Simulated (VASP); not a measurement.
Given:

```
CELL_PARAMETERS angstrom
      3.31329     0.00000     0.00000
      0.00000     3.31329     0.00000
      0.00000     0.00000     3.31329
ATOMIC_POSITIONS crystal
  Ga 0.00000 0.00000 0.00000
  As 0.50000 0.50000 0.50000
```

These are PBEsol GGA, VASP's PBE PAW potentials (set 64) (plane waves; VASP) values and carry that method's errors. Settings: 500 eV cut-off, 11×11×11 Γ-centred mesh, first-order Methfessel-Paxton smearing of 0.10 eV, potentials Ga_d As.

Q: Predict the energy per atom (σ→0), band gap (on the k-mesh) with the smallest direct gap where there is one.

A: 
band gap (on the k-mesh): none (metal, semimetal or under 0.01 eV)
energy per atom (σ→0): -4.060 eV/atom

The structure was generated: GaAs was put into the CsCl type type (Pm-3m), which need not be its known phase. It was relaxed first, which changed the volume by +18 %.
